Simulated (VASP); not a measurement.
**Mo$_{2}$N (relaxed from the layer:CdI2 structure): computed properties**

Method: PBEsol GGA, VASP's PBE PAW potentials (set 64) (plane waves; VASP 6.6.1).

| Quantity | Result |
|---|---|
| space group | P-3m1 (164) |
| cell | a = 2.7870 Å, b = 2.7870 Å, c = 18.8415 Å, α = 90.00°, β = 90.00°, γ = 120.00° |
| band gap (over mesh and band path) | none (metal, semimetal or under 0.01 eV) |

```yaml
crystal:
  lattice:
    - [2.78696, 0.00000, 0.00000]
    - [-1.39348, 2.41358, 0.00000]
    - [0.00000, 0.00000, 18.84148]
  atoms:
    - { symbol: N, position: [0.00000, 0.00000, 0.50000] }
    - { symbol: Mo, position: [0.33333, 0.66667, 0.57223] }
    - { symbol: Mo, position: [0.66667, 0.33333, 0.42777] }
```

The cell holds vacuum, so volume and density refer to the whole cell. The cell holds a wide vacuum, so values per volume refer to the whole cell.

The cell is a sheet with vacuum, built from a generated structure.
